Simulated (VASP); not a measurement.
AgI (zinc blende):

```
AgI
1.0
    0.00000     3.25000     3.25000
    3.25000     0.00000     3.25000
    3.25000     3.25000     0.00000
Ag I
1 1
Cartesian
  0.00000   0.00000   0.00000
  1.62500   1.62500   1.62500
```

The lowest empty band near Γ, direction [100], from PBE with spin-orbit coupling in VASP (PAW); its two spin partners are averaged. The gap over the points computed is 1.12 eV, and the next band on that side lies 4.23 eV away at the edge.

Numerical set-up: 400 eV cut-off, 8×8×8 Γ-centred mesh, Gaussian smearing of 0.050 eV, potentials Ag I.

```
distance from the edge in k (1/Å)  distance in energy (meV)
---------------------------------  ------------------------
0.012                                                   3.5
0.018                                                   7.8
0.025                                                  14.9
0.035                                                  29.0
0.050                                                  57.8
0.070                                                 109.4
```

Problem. Fit E(1 + αE) = ħ²k²/2m* (ħ²/2m0 = 3.810 eV Å²) and predict the row at 0.095 1/Å.

Solution. Least squares on the energies gives the electron mass m* = 0.158 m0 and α = 0.74 per eV, and so 190.8 meV. The run gave 191.1 meV, +0.3 meV from the fit.

Left out are points under 3 meV from the edge, since the levels carry 0.1 meV, and points farther than half the way to the next band.

The compound is AgI in the zinc blende structure, whereas wurtzite is the usual form. The cell was not relaxed at this level.
